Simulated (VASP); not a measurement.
# Si2WC3 (Imm2) in VASP: single point with r2SCAN

Aim: the single point of Si2WC3 with r2SCAN.

Everything below comes from runs of VASP 6.6.1. Logs are shortened: lines on timing, memory, paths and dates and some standing lists are left out, and cuts for length are marked.

### Step 1. The structure

The structure is orthorhombic, space group Imm2 (No. 44). Conventional cell: a = 3.054 Å, b = 9.635 Å, c = 4.642 Å, α = 90.00°, β = 90.00°, γ = 90.00°. Si (site symmetry m) is surrounded by 4 C at 1.89 to 1.91 Å. W (site symmetry mm2) is surrounded by 4 C at 2.05 to 2.12 Å. Around C (site symmetry m) lie 3 Si at 1.89 to 1.91 Å and 1 W at 2.05 Å. C (site symmetry mm2) has 2 Si at 1.90 Å and 2 W at 2.12 Å as nearest neighbours.

The cell was built by a generator and needn't be a form met in nature.

### Step 2. Single point, r2SCAN

Input file INCAR:

```
SYSTEM = Si2WC3
PREC = Accurate
ENCUT = 520
EDIFF = 1E-6
ISMEAR = 0
SIGMA = 0.1
LREAL = .FALSE.
LASPH = .TRUE.
NELM = 150
ALGO = Normal
ISIF = 2
LWAVE = .FALSE.
LCHARG = .FALSE.
METAGGA = R2SCAN
LMIXTAU = .TRUE.
KPAR = 8
```

Input file KPOINTS:

```
regular mesh
0
G
  12 12 12
  0 0 0
```

Input file POSCAR:

```
Si2WC3
1.0
   -1.5268400000      4.8175500000      2.3212300000
    1.5268400000     -4.8175500000      2.3212300000
    1.5268400000      4.8175500000     -2.3212300000
Si W C
2 1 3
Direct
    0.3367040000      0.0037800000      0.3329230000
    0.6708570000      0.0037800000      0.6670770000
    0.9729860000      0.9729860000      0.0000000000
    0.9210680000      0.7403320000      0.1807360000
    0.5595960000      0.7403320000      0.8192640000
    0.2883540000      0.7883540000      0.5000000000
```

Potentials or basis: VASP PAW PBE potentials, release 64 (Si, W_sv, C).

Command:

```console
cat potpaw_PBE.64/Si/POTCAR potpaw_PBE.64/W_sv/POTCAR potpaw_PBE.64/C/POTCAR > POTCAR
mpirun -np 8 vasp_std > vasp.out
```

OUTCAR:

```text
SYSTEM = Si2WC3
   PREC = Accurate
   ENCUT = 520
   EDIFF = 1E-6
   ISMEAR = 0
   LREAL = .FALSE.
   LASPH = .TRUE.
   NELM = 150
   ISIF = 2
   METAGGA = R2SCAN

 ion  position               nearest neighbor table
   1  0.337  0.004  0.333-   5 1.89   5 1.89   6 1.90   4 1.91   3 3.11   3 3.11   3 3.21   3 3.32
                             3 3.32
   2  0.671  0.004  0.667-   4 1.89   4 1.89   6 1.90   5 1.91   3 3.11   3 3.11   3 3.21   3 3.32
                             3 3.32
   3  0.973  0.973  0.000-   4 2.05   5 2.05   6 2.12   6 2.12   1 3.11   1 3.11   2 3.11   2 3.11
                             2 3.21   1 3.21   1 3.32   2 3.32   2 3.32   1 3.32
   4  0.921  0.740  0.181-   2 1.89   2 1.89   1 1.91   3 2.05
   5  0.560  0.740  0.819-   1 1.89   1 1.89   2 1.91   3 2.05
   6  0.288  0.788  0.500-   1 1.90   2 1.90   3 2.12   3 2.12

  LATTYP: Found a body centered orthorhombic cell.
 ALAT       =     3.0536800000
 B/A-ratio  =     1.5202837232
 C/A-ratio  =     3.1552421996

  Lattice vectors:

 A1 = (   1.5268400000,  -4.8175500000,  -2.3212300000)
 A2 = (  -1.5268400000,  -4.8175500000,   2.3212300000)
 A3 = (  -1.5268400000,   4.8175500000,  -2.3212300000)

Analysis of symmetry for initial positions (statically):
=====================================================================
 Subroutine PRICEL returns:
 Original cell was already a primitive cell.

 Routine SETGRP: Setting up the symmetry group for a
 body centered orthorhombic supercell.

 Subroutine GETGRP returns: Found  4 space group operations
 (whereof  4 operations were pure point group operations)
 out of a pool of  8 trial point group operations.

The static configuration has the point symmetry C_2v.

Analysis of symmetry for dynamics (positions and initial velocities):
=====================================================================
 Subroutine PRICEL returns:
 Original cell was already a primitive cell.

 Routine SETGRP: Setting up the symmetry group for a
 body centered orthorhombic supercell.

 Subroutine GETGRP returns: Found  4 space group operations
 (whereof  4 operations were pure point group operations)
 out of a pool of  8 trial point group operations.

The dynamic configuration has the point symmetry C_2v.

 Subroutine INISYM returns: Found  4 space group operations
 (whereof  4 operations are pure point group operations),
 and found     1 'primitive' translations

[... 101 lines left out ...]
   NELM   =    150;   NELMIN=  2; NELMDL= -5     # of ELM steps
   EDIFF  = 0.1E-05   stopping-criterion for ELM
   LREAL  =      F    real-space projection
[... 7 lines left out ...]
   TEBEG  =    0.0;   TEEND  =   0.0 temperature during run
   PSTRESS=    0.0 pullay stress
   NELECT =      34.0000    total number of electrons
   NUPDOWN=      -1.0000    fix difference up-down
   EMIN   =  10.00;   EMAX   =-10.00  energy-range for DOS
   EFERMI =   0.00;   METHOD = LEGACY
   ISMEAR =     0;   SIGMA  =   0.10  broadening in eV -4-tet -1-fermi 0-gaus
   EFERMI_NEDOS =   21; number of points for ismear=-14 and -15
   IALGO  =     38    algorithm
   IMIX   =      4    mixing-type and parameters
     AMIX     =   0.40;   BMIX     =  1.00
     AMIX_MAG =   1.60;   BMIX_MAG =  1.00
  volume/ion in A,a.u.               =      11.38        76.81
  Fermi-wavevector in a.u.,A,eV,Ry     =   1.297483  2.451888 22.904909  1.683463
  Thomas-Fermi vector in A             =   2.428873
   LORBIT       =      0    0 simple, 1 ext, 2 COOP (PROOUT), +10 PAW based schemes
   METAGGA = R2SCAN    functional components
   LHFCALC =     F    Hartree Fock is set to
   AEXX    =    0.0000 exact exchange contribution
   IVDW    =     0    specifies the selected vdW correction
   LEPSILON=     F    determine dielectric tensor
   LRPA    =     F    only Hartree local field effects (RPA)
 non-spin polarized calculation
 Gauss-broadening in eV      SIGMA  =   0.10
  energy-cutoff  :      520.00
  volume of cell :       68.30
 maximum number of plane-waves:      1859
 NGX is ok and might be reduce to    42
   NGX = 21   NGY = 21   NGZ = 21

 number of electron      34.0000000 magnetization

 Free energy of the ion-electron system (eV)
  ---------------------------------------------------
  ext. energy  EPLUGINS =         0.00000000
  ---------------------------------------------------
  free energy    TOTEN  =       -97.14706294 eV

  energy without entropy =      -97.13491761  energy(sigma->0) =      -97.14099027

 E-fermi :   8.9518     XC(G=0): -12.3640

 val. band max:        8.9478666377   @ k =   0.0833   0.5000   0.0000
 cond. band min:       8.9520327588   @ k =  -0.0833   0.5000   0.0833
 fundamental gap:      0.0041661211
 Fermi energy:         8.9518473417

 k-point     1 :       0.0000    0.0000    0.0000
  band No.  band energies     occupation
      1     -67.4400      2.00000
      2     -31.3074      2.00000
      3     -30.9971      2.00000
      4     -30.7413      2.00000
      5      -7.6932      2.00000
      6      -3.9284      2.00000
[... 565 lines left out ...]
     20      11.1601      0.00000
     21      13.4161      0.00000

 [... further k-points ...]

------------------------ aborting loop because EDIFF is reached ----------------------------------------

  FORCE on cell =-STRESS in cart. coord.  units (eV):
  Direction    XX          YY          ZZ          XY          YZ          ZX
  --------------------------------------------------------------------------------------
  -------------------------------------------------------------------------------------
  Total       -1.3312212     -1.2744774     -1.2518289      0.0000000      0.0000000      0.0000000
  in kB      -31.2293466    -29.8981827    -29.3668689      0.0000000      0.0000000      0.0000000
  external PRESSURE =     -30.1647994 kB  Pullay stress =       0.0000000 kB

 VOLUME and BASIS-vectors are now :
 -----------------------------------------------------------------------------
  energy-cutoff  :      520.00
  volume of cell :       68.30
      direct lattice vectors                 reciprocal lattice vectors
    -1.526840000  4.817550000  2.321230000     0.000000000  0.103787195  0.215403041
     1.526840000 -4.817550000  2.321230000     0.327473737  0.000000000  0.215403041
     1.526840000  4.817550000 -2.321230000     0.327473737  0.103787195  0.000000000

 POSITION                                       TOTAL-FORCE (eV/Angst)
 -----------------------------------------------------------------------------------
     -0.00000      3.20775      0.01755         0.000000      0.041534      0.018220
      0.00000      6.42735      0.01755         0.000000     -0.041534      0.018220
      0.00000      0.00000      4.51705        -0.000000      0.000000     -0.224412
      0.00000      1.74141      3.43696         0.000000      0.027453     -0.009343
      1.52684      3.07614      1.11573         0.000000     -0.027453     -0.009343
      1.52684     -0.00000      1.33867         0.000000      0.000000      0.206660
 -----------------------------------------------------------------------------------
    total drift:                               -0.000023      0.000275     -0.000114

  FREE ENERGIE OF THE ION-ELECTRON SYSTEM (eV)
  ---------------------------------------------------
  free  energy   TOTEN  =       -97.1470629373 eV

  energy  without entropy=      -97.1349176111  energy(sigma->0) =      -97.14099027
```

OSZICAR:

```text
N       E                     dE             d eps       ncg     rms          rms(c)
DAV:   1     0.174589315378E+03    0.17459E+03   -0.17298E+04 11760   0.164E+03
DAV:   2    -0.957866115897E+02   -0.27038E+03   -0.26183E+03 14133   0.401E+02
DAV:   3    -0.111254751987E+03   -0.15468E+02   -0.15125E+02 14949   0.845E+01
[... 11 lines left out ...]
DAV:  15    -0.971470550042E+02   -0.60866E-04   -0.97706E-05 13575   0.795E-02    0.868E-03
DAV:  16    -0.971470584642E+02   -0.34600E-05   -0.90454E-06 13985   0.234E-02    0.375E-03
DAV:  17    -0.971470615771E+02   -0.31129E-05   -0.23923E-06  8572   0.128E-02    0.273E-03
DAV:  18    -0.971470628888E+02   -0.13118E-05   -0.67298E-07  6845   0.865E-03    0.698E-04
DAV:  19    -0.971470629373E+02   -0.48486E-07   -0.25240E-07  6670   0.400E-03
   1 F= -.97147063E+02 E0= -.97140990E+02  d E =-.121453E-01
```

stdout:

```text
POSCAR found type information on POSCAR SiW C
 POSCAR found :  3 types and       6 ions
 scaLAPACK will be used
 -----------------------------------------------------------------------------
|                                                                             |
|           W    W    AA    RRRRR   N    N  II  N    N   GGGG   !!!           |
|           W    W   A  A   R    R  NN   N  II  NN   N  G    G  !!!           |
|           W    W  A    A  R    R  N N  N  II  N N  N  G       !!!           |
[... 20 lines left out ...]
 -----------------------------------------------------------------------------

 LDA part: xc-table for (None), standard interpolation
 POSCAR, INCAR and KPOINTS ok, starting setup
 FFT: planning ... GRIDC
 FFT: planning ... GRID_SOFT
 FFT: planning ... GRID
 WAVECAR not read
 entering main loop
```

Run time: 16 min. Hardware: 8 MPI ranks of Intel Xeon Platinum 8175M at 2.50GHz (Skylake/Cascade Lake), shared host; peak memory 0.61 GiB.

What came out:

```yaml
Free_energy: -97.1471 eV
Pressure: -3.0 GPa
Largest_force: 0.224 eV/Å
Band_gap_on_the_k_mesh: none (metal or under the smearing width)
```

Forces on the atoms (eV/Å):
```
Si   0.000  0.042  0.018
Si   0.000 -0.042  0.018
W    0.000  0.000 -0.224
C    0.000  0.027 -0.009
C    0.000 -0.027 -0.009
C    0.000  0.000  0.207
```

Caveat: the PAW data sets were made with another functional, which shifts forces and pressure a little.
